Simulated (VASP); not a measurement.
Input:

```xyz
3
Lattice="0.0000 2.5450 2.5450 2.5450 0.0000 2.5450 2.5450 2.5450 0.0000" Properties=species:S:1:pos:R:3 pbc="T T T"
Zr     0.0000     0.0000     0.0000
O      1.2725     1.2725     1.2725
O      3.8175     3.8175     3.8175
```

Level of theory: PBE GGA with D4 dispersion, VASP's PBE PAW potentials (set 64) (plane waves; VASP). Settings: 520 eV cut-off, Gaussian smearing of 0.050 eV, potentials Zr_sv O.

Give the energies of bands 7 to 15 at the high-symmetry points, in eV from the valence-band maximum.

```
band      Γ      X      U      L      W
----  -----  -----  -----  -----  -----
7     -5.23  -5.92  -5.31  -4.22  -4.74
8     -5.23  -3.15  -3.61  -4.22  -4.66
9     -5.23  -3.15  -3.07  -2.53  -2.38
10    -0.53  -1.51  -2.21  -2.47  -2.38
11    -0.53  -1.51  -1.21  -1.64  -1.38
12    -0.53   0.00  -0.33  -1.64  -0.20
13     3.35   3.80   4.03   3.99   4.44
14     3.35   4.74   4.75   3.99   4.58
15     6.58   5.83   6.16   6.08   6.29
```

The gap is indirect, 3.35 eV, from the valence maximum at X to the conduction minimum at Γ.

The compound is ZrO2 in the fluorite structure, the high-temperature cubic form, which is unstable at 0 K; the monoclinic form is the stable one. The cell was not relaxed at this level.
